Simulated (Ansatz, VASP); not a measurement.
# AlNi3 in two plane-wave programs, part 2 of 2

Wanted: the spread between two codes on one cell, functional and k mesh. The cell is taken from a series of runs on this material, whose earlier steps may have relaxed, scaled, displaced or heated it; both programs get it as it stands.

VASP 6.6.1 and Ansatz 0.2.0.

So far: The structure; Ansatz: single point, r2SCAN.

**3. VASP: single point, r2SCAN**

Level of this step: r2SCAN, spin-polarised from a ferromagnetic start; plane waves and PAW (Al, Ni) (VASP).

The same cell, functional, mesh and smearing now go to VASP, with its own data sets.

Lines of VASP's logs that name or quote its potential files are left out, and so is its time.

The input, INCAR:

```
SYSTEM = AlNi3
PREC = Accurate
ENCUT = 580
EDIFF = 1E-06
NELM = 200
ISMEAR = -1
SIGMA = 0.1
LREAL = .FALSE.
ALGO = Normal
METAGGA = R2SCAN
LASPH = .TRUE.
NBANDS = 47
ISPIN = 2
MAGMOM = -0.03 -0.03 0.34 0.34 0.34 0.34 0.34 0.34
LMAXMIX = 4
LORBIT = 11
LWAVE = .FALSE.
LCHARG = .FALSE.
ISIF = 2
GGA_COMPAT = .FALSE.
LMIXTAU = .TRUE.
KPAR = 2
```

The input, POSCAR:

```
AlNi3
1.0
   -3.5230547270      0.0000000000      0.0000000000
    0.0000000000      3.5230547270      3.5230547270
    0.0000000000      3.5230547270     -3.5230547270
Al Ni
2 6
Direct
    0.0000000000      0.0000000000      0.0000000000
    0.0000000000      0.5000000000      0.5000000000
    0.0000000000      0.5000000000      0.0000000000
    0.0000000000      0.0000000000      0.5000000000
    0.5000000000      0.2500000000      0.7500000000
    0.5000000000      0.7500000000      0.2500000000
    0.5000000000      0.2500000000      0.2500000000
    0.5000000000      0.7500000000      0.7500000000
```

The input, KPOINTS:

```
Automatic mesh
0
Gamma
11 8 8
0 0 0
```

Potentials, in the order of the species: Al and Ni (PBE family, release 64).

Run with:

```sh
mpirun -np 2 vasp_std
```

Numbers of over 12 decimals in the logs are rounded to 6 here.

The program printed:

```text
[banner, memory and clock lines left out]
running    2 mpi-ranks, on    1 nodes
 distrk:  each k-point on    1 cores,    2 groups
 distr:  one band on    1 cores,    1 groups

 POSCAR found type information on POSCAR AlNi
 POSCAR found :  2 types and       8 ions
|                                                                             |
|               ----> ADVICE to this user running VASP <----                  |
|                                                                             |
|     You enforced a specific xc type in the INCAR file but a different       |
|     [... a line on the potential file left out ...]
|     I HOPE YOU KNOW WHAT YOU ARE DOING!                                     |
|                                                                             |

 LDA part: xc-table for (None), standard interpolation
 POSCAR, INCAR and KPOINTS ok, starting setup
 FFT: planning ... GRIDC
 FFT: planning ... GRID_SOFT
 FFT: planning ... GRID
 WAVECAR not read
 entering main loop
       N       E                     dE             d eps       ncg     rms          rms(c)
DAV:   1     0.461143189070E+03    0.46114E+03   -0.30613E+04 17000   0.207E+03
DAV:   2    -0.567499223507E+02   -0.51789E+03   -0.48906E+03 16920   0.405E+02
DAV:   3    -0.103840618166E+03   -0.47091E+02   -0.42869E+02 17970   0.152E+02
DAV:   4    -0.104936776792E+03   -0.10962E+01   -0.10920E+01 19055   0.248E+01
DAV:   5    -0.104968897226E+03   -0.32120E-01   -0.32117E-01 23598   0.311E+00    0.288E+01
DAV:   6    -0.996814233227E+02    0.52875E+01   -0.10797E+02 18536   0.135E+02    0.314E+01
DAV:   7    -0.886136676061E+02    0.11068E+02   -0.29878E+01 19329   0.681E+01    0.376E+00
DAV:   8    -0.885500402323E+02    0.63627E-01   -0.11996E+00 19326   0.837E+00    0.266E+00
DAV:   9    -0.887193716453E+02   -0.16933E+00   -0.21194E-01 21535   0.996E+00    0.313E+00
DAV:  10    -0.886654037363E+02    0.53968E-01   -0.10527E-01 19636   0.844E+00    0.156E+00
DAV:  11    -0.886790524053E+02   -0.13649E-01   -0.56078E-02 19716   0.248E+00    0.622E-01
DAV:  12    -0.886817505524E+02   -0.26981E-02   -0.95595E-03 22278   0.106E+00    0.232E-01
DAV:  13    -0.886820090145E+02   -0.25846E-03   -0.16943E-03 18333   0.426E-01    0.155E-01
DAV:  14    -0.886821677331E+02   -0.15872E-03   -0.15814E-04 21851   0.124E-01    0.533E-02
DAV:  15    -0.886821696895E+02   -0.19564E-05   -0.44361E-05 21506   0.807E-02    0.184E-02
DAV:  16    -0.886821690828E+02    0.60669E-06   -0.12511E-05 20238   0.470E-02    0.839E-03
DAV:  17    -0.886821715592E+02   -0.24763E-05   -0.21081E-06 13917   0.153E-02    0.292E-03
DAV:  18    -0.886821713743E+02    0.18486E-06   -0.45938E-07  9385   0.525E-03
   1 F= -.88682171E+02 E0= -.88600813E+02  d E =-.162717E+00  mag=     1.6594
```

Parts of OUTCAR (step 3):

```text
ion  position               nearest neighbor table
   1  0.000  0.000  0.000-   3 2.49   4 2.49   5 2.49   6 2.49   7 2.49   8 2.49   4 2.49   3 2.49
                             5 2.49   6 2.49   7 2.49   8 2.49
   2  0.000  0.500  0.500-   3 2.49   4 2.49   5 2.49   6 2.49   7 2.49   8 2.49   3 2.49   4 2.49
                             5 2.49   6 2.49   7 2.49   8 2.49
   3  0.000  0.500  0.000-   1 2.49   2 2.49   5 2.49   6 2.49   7 2.49   8 2.49   2 2.49   1 2.49
                             5 2.49   6 2.49   7 2.49   8 2.49
   4  0.000  0.000  0.500-   1 2.49   2 2.49   5 2.49   6 2.49   7 2.49   8 2.49   1 2.49   2 2.49
                             5 2.49   6 2.49   7 2.49   8 2.49
   5  0.500  0.250  0.750-   1 2.49   2 2.49   3 2.49   4 2.49   7 2.49   8 2.49   7 2.49   8 2.49
                             1 2.49   2 2.49   3 2.49   4 2.49
   6  0.500  0.750  0.250-   1 2.49   2 2.49   3 2.49   4 2.49   7 2.49   8 2.49   8 2.49   7 2.49
                             1 2.49   2 2.49   3 2.49   4 2.49
   7  0.500  0.250  0.250-   1 2.49   2 2.49   3 2.49   4 2.49   5 2.49   6 2.49   5 2.49   6 2.49
                             1 2.49   2 2.49   3 2.49   4 2.49
   8  0.500  0.750  0.750-   1 2.49   2 2.49   3 2.49   4 2.49   5 2.49   6 2.49   6 2.49   5 2.49
                             1 2.49   2 2.49   3 2.49   4 2.49

  LATTYP: Found a simple tetragonal cell.
 ALAT       =     4.9823517759
 C/A-ratio  =     0.7071067812

 Subroutine GETGRP returns: Found 16 space group operations
 (whereof 16 operations were pure point group operations)

The static configuration has the point symmetry D_4h.

 Found     90 irreducible k-points:

   k-points           NKPTS =     90   k-points in BZ     NKDIM =     90   number of bands    NBANDS=     47

   dimension x,y,z NGX =    28 NGY =   40 NGZ =   40
   dimension x,y,z NGXF=    56 NGYF=   80 NGZF=   80

   ENCUT  =  580.0 eV  42.63 Ry    6.53 a.u.   6.92  9.78  9.78*2*pi/ulx,y,z

   NELECT =      66.0000    total number of electrons

 k-points in reciprocal lattice and weights: Automatic mesh
   0.00000000  0.00000000  0.00000000       0.001
   0.09090909  0.00000000  0.00000000       0.003
   0.18181818  0.00000000  0.00000000       0.003
   0.27272727  0.00000000  0.00000000       0.003
   0.36363636  0.00000000  0.00000000       0.003
   0.45454545  0.00000000  0.00000000       0.003
   0.00000000  0.12500000  0.00000000       0.006
   0.09090909  0.12500000  0.00000000       0.011
   0.18181818  0.12500000  0.00000000       0.011
[...]
0.36363636  0.50000000  0.50000000       0.003
   0.45454545  0.50000000  0.50000000       0.003

 average (electrostatic) potential at core
       1 -72.6287       2 -72.6287       3 -86.6011       4 -86.6011       5 -86.6010
       6 -86.6010       7 -86.6010       8 -86.6010

 E-fermi :   9.8165

 spin component 1
 k-point     1 :       0.0000    0.0000    0.0000
  band No.  band energies     occupation
    ...
     29       9.0320      0.99961
     30       9.3263      0.99262
     31       9.4661      0.97081
     32       9.4661      0.97081
     33       9.4667      0.97064
     34      10.5062      0.00101
     35      10.5062      0.00101
     36      10.6990      0.00015
     37      10.6990      0.00015
     38      10.6991      0.00015
    ...

 k-point     2 :       0.0909    0.0000    0.0000
  band No.  band energies     occupation
    ...
     29       9.0143      0.99967
     30       9.2428      0.99679
     31       9.2428      0.99679
     32       9.2880      0.99496
     33       9.4668      0.97061
     34      10.2473      0.01328
     35      10.4561      0.00167
     36      10.4561      0.00167
     37      11.0584      0.00000
     38      11.0584      0.00000
    ...

 k-point     3 :       0.1818    0.0000    0.0000
  band No.  band energies     occupation
    ...
     30       8.9568      0.99982
     31       8.9890      0.99975
     32       9.1794      0.99829
     33       9.3981      0.98500
     34       9.4670      0.97054
     35      10.2938      0.00838
     36      10.2938      0.00838
     37      11.8142      0.00000
     38      11.8142      0.00000
     39      15.8901      0.00000
    ...

 k-point     4 :       0.2727    0.0000    0.0000
  band No.  band energies     occupation
    ...
     30       8.8513      0.99994
     31       8.9226      0.99987
     32       9.0666      0.99945
     33       9.0711      0.99942
     34       9.4674      0.97045
     35       9.9993      0.13847
     36       9.9993      0.13847
     37      12.7517      0.00000
     38      12.7517      0.00000
     39      14.8116      0.00000
    ...

 k-point     5 :       0.3636    0.0000    0.0000
  band No.  band energies     occupation
    ...
     32       9.1862      0.99817
     33       9.2184      0.99748
     34       9.4676      0.97037
     35       9.6156      0.88178
     36       9.6156      0.88178
     37      13.8233      0.00000
     38      13.8233      0.00000
     39      14.0403      0.00000
     40      14.4333      0.00000
     41      14.4333      0.00000
    ...

 k-point     6 :       0.4545    0.0000    0.0000
  band No.  band energies     occupation
    ...
     32       9.2963      0.99452
     33       9.3422      0.99136
     34       9.3422      0.99136
     35       9.4678      0.97032
     36       9.4776      0.96737
     37      13.6355      0.00000
     38      14.0689      0.00000
     39      14.0689      0.00000
     40      14.1316      0.00000
     41      15.0149      0.00000
    ...

  Total        0.3169638      0.3236042      0.3236042      0.0000000      0.0000000      0.0000000
  in kB        5.8067353      5.9283870      5.9283870      0.0000000      0.0000000      0.0000000
  external PRESSURE =       5.8878364 kB  Pullay stress =       0.0000000 kB

  energy-cutoff  :      580.00
  volume of cell :       87.46
      direct lattice vectors                 reciprocal lattice vectors
    -3.523054727  0.000000000  0.000000000    -0.283844583  0.000000000  0.000000000
     0.000000000  3.523054727  3.523054727     0.000000000  0.141922292  0.141922292
     0.000000000  3.523054727 -3.523054727     0.000000000  0.141922292 -0.141922292

 POSITION                                       TOTAL-FORCE (eV/Angst)
 -----------------------------------------------------------------------------------
      0.00000      0.00000      0.00000        -0.000000     -0.000000      0.000000
      0.00000      3.52305      0.00000        -0.000000     -0.000000      0.000000
      0.00000      1.76153      1.76153         0.000000     -0.000000      0.000000
      0.00000      1.76153     -1.76153         0.000000     -0.000000      0.000000
     -1.76153      3.52305     -1.76153         0.000000     -0.000000     -0.000000
     -1.76153      3.52305      1.76153         0.000000     -0.000000      0.000000
     -1.76153      1.76153      0.00000         0.000000     -0.000000      0.000000
     -1.76153      5.28458      0.00000         0.000000      0.000000      0.000000
 -----------------------------------------------------------------------------------
    total drift:                               -0.000000      0.000000     -0.000000

  FREE ENERGIE OF THE ION-ELECTRON SYSTEM (eV)
  ---------------------------------------------------
  free  energy   TOTEN  =       -88.6821713743 eV

  energy  without entropy=      -88.5194542709  energy(sigma->0) =      -88.60081282

 total charge
# of ion       s       p       d       tot
------------------------------------------
    1        0.412   0.417   0.000   0.829
    2        0.412   0.417   0.000   0.829
    3        0.521   0.572   8.395   9.487
    4        0.521   0.572   8.395   9.487
    5        0.521   0.571   8.395   9.487
    6        0.521   0.571   8.395   9.487
    7        0.521   0.571   8.395   9.487
    8        0.521   0.571   8.395   9.487
--------------------------------------------------
tot          3.950   4.263  50.370  58.582

 magnetization (x)
# of ion       s       p       d       tot
------------------------------------------
    1       -0.002  -0.014   0.000  -0.016
    2       -0.002  -0.014   0.000  -0.016
    3       -0.007  -0.023   0.339   0.309
    4       -0.007  -0.023   0.339   0.309
    5       -0.007  -0.023   0.339   0.309
    6       -0.007  -0.023   0.339   0.309
    7       -0.007  -0.023   0.339   0.309
    8       -0.007  -0.023   0.339   0.309
--------------------------------------------------
tot         -0.044  -0.169   2.036   1.823

[... 6 further parts left out ...]
```

SCAN-type functionals tend to overstate the moments of itinerant magnets.

**4. Comparison**

Known differences besides the potentials themselves: VASP starts from the moments at which Ansatz ended; VASP keeps PBE cores, Ansatz makes them for the functional; the data sets hold 114 valence electrons in Ansatz (on its default PAW (the set named soft_2) files) and 66 in VASP; the cutoff is 500 eV in Ansatz and 580 eV in VASP; site moments are counted in spheres of each program's own size. Total energies have different zeros and are not compared.

Compared:

| quantity | Ansatz | VASP | difference |
| --- | --- | --- | --- |
| total moment (μB) | 1.72 | 1.66 | +0.06 |
| moment on Ni4 (μB) | 0.34 | 0.31 | +0.03 |
| moment on Ni3 (μB) | 0.34 | 0.31 | +0.03 |
| moment on Ni6 (μB) | 0.34 | 0.31 | +0.03 |
| moment on Ni5 (μB) | 0.34 | 0.31 | +0.03 |
| moment on Ni7 (μB) | 0.34 | 0.31 | +0.03 |
| moment on Ni8 (μB) | 0.34 | 0.31 | +0.03 |

**5. Results**

- difference in total moment (single point, r2SCAN): 0.059 μB

What this shows: The difference in total moment is 0.059 μB (single point, r2SCAN). The data sets hold unlike numbers of valence electrons (114 in Ansatz and 66 in VASP), so part of the differences comes from the potentials. How closely two codes agree says nothing of how well the functional describes the real material.

[Lines on the potential files, build, host, timing and source positions are cut from VASP's logs without a mark.]

[Logs are printed without paths, hosts, clocks, repeated set-up lines and the standing remarks that a program may print on its own settings, such as how far it seeks lower states.]

[Hosts, paths, dates, database ids (printed as entryN), source tags and the programs' standing remarks are cut or masked in the printed files.]
